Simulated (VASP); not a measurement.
Energy against volume of Yb (fcc). Computed with optB86b-vdW, VASP's PBE PAW potentials (set 64) (plane waves; VASP). Numerical set-up: 520 eV cut-off, 9×9×9 Γ-centred mesh, Gaussian smearing of 0.050 eV, potentials Yb_2.

The 4f electrons are frozen in the core of the lanthanide potential, so 4f levels, which can set the real gap, and their magnetism are missing.

```tsv
V (Å³/atom)	E (eV/atom)
36.137	0.92223
37.255	0.91894
38.373	0.91954
39.490	0.92353
```

Task: Fit these four points and predict the energy of the run at 35.020 Å³/atom.

Result: A cubic in V^(−2/3), the third-order Birch-Murnaghan form, passes through the four points with V0 = 37.62 Å³/atom and B0 = 18 GPa, and gives 0.9300 eV/atom there. The run gave 0.9300 eV/atom, -0.0 meV/atom from the fit; all five points give B0 = 18 GPa.

The compound is Yb in the fcc structure. It was relaxed first, which changed the volume by -9 %.
